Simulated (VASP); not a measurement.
An input for Ansatz (written as the equivalent of a VASP run, and not itself run):

Ansatz 0.2 input:
```yaml
crystal:
  lattice:
    - [0.0000000, 2.7252598, 2.7252598]
    - [2.7252598, 0.0000000, 2.7252598]
    - [2.7252598, 2.7252598, 0.0000000]
  atoms:
    - { symbol: S, position: [0.0000000, 0.0000000, 0.0000000] }
    - { symbol: Cd, position: [0.5000000, 0.5000000, 0.5000000] }
kpoints:
  mp_grid: { grid: [8, 8, 8] }
hamiltonian:
  xc: r2scan
  pseudopotentials: { kind: paw }
scf:
  occupations: { method: gaussian, width: 0.05 }
  max_iter: 100
relax:
  max_steps: 60
  f_tol: 0.01
  cell: {}
output: { forces: true, stress: true, eigenvalues: true }
```

### Question
Translate this input to VASP (INCAR, KPOINTS, POSCAR, choice of POTCAR).

### Answer
Several could match; the one computed here: 
### POSCAR
```
CdS
1
   -0.0000000000     2.7252598431     2.7252598431
    2.7252598431     0.0000000000     2.7252598431
    2.7252598431     2.7252598431    -0.0000000000
S Cd
1 1
Direct
  0.0000000000   0.0000000000   0.0000000000
  0.5000000000   0.5000000000   0.5000000000
```

**KPOINTS**
```
K-points
0
G
 8 8 8
```

### INCAR
```
SYSTEM  =  CdS
PREC  =  Accurate; ENCUT  =  400; LREAL  =  F
LASPH  =  T
EDIFF  =  1E-6; NELM  =  100; ALGO  =  Normal
LMAXMIX  =  4; LMIXTAU  =  T
ISMEAR  =  0; SIGMA  =  0.05
METAGGA  =  R2SCAN
IBRION  =  2; NSW  =  60; ISIF  =  3
EDIFFG  =  -0.01
LWAVE  =  F; LCHARG  =  F
```

POTCAR, in this order: S Cd (PBE.64 set). Program: vasp_std.

The two are equivalent in intent, not identical: each code has its own PAW files, so the cut-off isn't converted (ENCUT is set for VASP's; basis.ecutwfc is left out, and Ansatz then takes the one that its files recommend); Ansatz stops its SCF on the density residual and VASP on the energy change (EDIFF).

The structure was generated: CdS was put into the rocksalt type (Fm-3m), which need not be its known phase. It was relaxed first, which changed the volume by +11 %. The start is the result of an earlier pass.
